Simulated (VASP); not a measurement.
```xyz
2
Lattice="1.4642 -2.5361 0.0000 1.4642 2.5361 0.0000 0.0000 0.0000 4.6423" Properties=species:S:1:pos:R:3 pbc="T T T"
Ti     1.4642     0.8454     1.1606
Ti     1.4642    -0.8454     3.4817
```

These are PBE GGA, VASP's PBE PAW potentials (set 64) (plane waves; VASP) values and carry that method's errors. Run with 480 eV cut-off, 14×14×8 Γ-centred mesh, first-order Methfessel-Paxton smearing of 0.10 eV, potentials Ti_sv.

Task: Estimate the energy per atom (σ→0), band gap (on the k-mesh) with the smallest direct gap where there is one.

Result: 
```yaml
band gap (on the k-mesh): none (metal, semimetal or under 0.01 eV)
energy per atom (σ→0): -7.836 eV/atom
```

The absolute energy has meaning only against runs of the same code, potentials and settings.

The compound is Ti in the hcp structure. It was relaxed first.
